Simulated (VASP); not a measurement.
Data:

```yaml
crystal:
  lattice:
    - [0.00000, 2.65169, 2.65169]
    - [2.65169, 0.00000, 2.65169]
    - [2.65169, 2.65169, 0.00000]
  atoms:
    - { symbol: Co, position: [0.00000, 0.00000, 0.00000] }
    - { symbol: Si, position: [0.25000, 0.25000, 0.25000] }
    - { symbol: Si, position: [0.75000, 0.75000, 0.75000] }
```

These are AM05 GGA, VASP's PBE PAW potentials (set 64) (plane waves; VASP) values and carry that method's errors. Settings: 520 eV cut-off, Gaussian smearing of 0.050 eV, potentials Co Si.

### Question
Give the energies of bands 2 to 11 at the high-symmetry points, in eV from the Fermi level.

### Answer

```tsv
band	Γ	X	U	L	W
2	-4.19	-7.37	-8.12	-9.36	-8.15
3	-4.19	-6.46	-6.75	-3.70	-6.20
4	-4.19	-3.72	-3.94	-3.70	-6.12
5	-1.98	-3.72	-3.50	-2.23	-2.37
6	-1.98	-2.03	-2.31	-1.69	-2.37
7	1.19	-2.03	-1.83	-1.69	-2.03
8	3.46	-1.98	-1.25	-0.45	-1.50
9	3.46	-1.37	-0.98	-0.45	-0.68
10	3.46	1.74	2.09	2.81	3.81
11	3.56	2.93	5.03	3.53	3.81
```

It has no gap at this level: it comes out as a metal or semimetal.

The compound is CoSi2 in the fluorite structure. It was relaxed first. The run is not spin-polarised, so no magnetic state was tried. The electron count is odd and the run is not spin-polarised, which forces a metal.
